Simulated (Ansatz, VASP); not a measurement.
## ZnGa2F: VASP beside Ansatz

File INCAR:

```
PREC     = Accurate       # precision mode
ENCUT    = 600            # plane-wave cutoff, eV
EDIFF    = 1E-7           # SCF threshold, eV
ISMEAR   = 0              # smearing method
SIGMA    = 0.1            # smearing width, eV
LREAL    = F              # projectors in reciprocal space
LASPH    = T              # aspherical terms in the spheres
NELM     = 60             # most SCF steps
ALGO     = Normal         # electronic algorithm
ISIF     = 3              # what is computed and relaxed
LWAVE    = F              # write WAVECAR
LCHARG   = F              # write CHGCAR
GGA      = PE             # functional
IBRION   = 2              # ionic algorithm
NSW      = 90             # ionic steps
EDIFFG   = -0.04          # ionic threshold
```

The input KPOINTS:

```
Automatic mesh
0
Gamma
  4 4 4
```

The input POSCAR:

```
ZnGa2F
1.0
    3.8374339600      0.0000000000      0.0000000000
    0.0000000000      3.8374339600      0.0000000000
    0.0000000000      0.0000000000      4.0816444400
Zn Ga F
1 2 1
Direct
    0.5000000000      0.5000000000      0.0000000000
    0.5000000000      0.0000000000      0.5000000000
    0.0000000000      0.5000000000      0.5000000000
    0.0000000000      0.0000000000      0.0000000000
```

Input for Ansatz:

```yaml
crystal:
  lattice:
    - [3.83743396, 0.0, 0.0]
    - [0.0, 3.83743396, 0.0]
    - [0.0, 0.0, 4.08164444]
  atoms:
    - { symbol: Zn, position: [0.5, 0.5, 0.0] }
    - { symbol: Ga, position: [0.5, 0.0, 0.5] }
    - { symbol: Ga, position: [0.0, 0.5, 0.5] }
    - { symbol: F, position: [0.0, 0.0, 0.0] }
basis:
  ecutwfc: 420
kpoints:
  mp_grid: { grid: [4, 4, 4] }
hamiltonian:
  xc: pbe
scf:
  occupations: { method: gaussian, width: 0.1 }
  lower_state_search: "off"
output:
  forces: true
  stress: true
  eigenvalues: true
relax:
  adjacent_minimum: "off"
  f_tol: 0.04
  max_steps: 70
  cell: { stress_tol: 0.4 }
```

Change from the starting cell: species swapped into the ErIn2Sn type (P4/mmm, No. 123).

Alike in both runs: task relaxation of cell and atoms; functional PBE; k mesh 4 × 4 × 4; occupations gaussian, width 0.1 eV; no spin polarisation.

```csv
,VASP,Ansatz
version,VASP 6.6.1,Ansatz 0.2.0
potentials or method,"VASP PAW PBE potentials, release 64 (Zn, Ga_d, F)","scalar-relativistic, plane waves, PAW"
plane-wave cutoff (eV),600,420
valence electrons in the cell,45,45
```

Ansatz gave:

```
gap on the k mesh at the Fermi level, each at its own relaxed structure (eV) : none
relaxed volume (Å³/atom)                                                     : 16.74
relaxed cell length with the largest relative difference (Å)                 : 4.181
energy change over the relaxation (meV/atom)                                 : -54
```

Task: Which values does VASP return?

Result: gap on the k mesh at the Fermi level, each at its own relaxed structure (eV): none; relaxed volume (Å³/atom): 16.69; relaxed cell length with the largest relative difference (Å): 4.177; energy change over the relaxation (meV/atom): -54.

A gap of «none» marks a metal or a gap that the smearing closes.

Caveats: the k mesh is coarse (spacing up to 0.41 Å⁻¹), so the values aren't converged; an odd number of electrons without spin polarisation forces a metal; a magnetic or distorted state may lie lower.
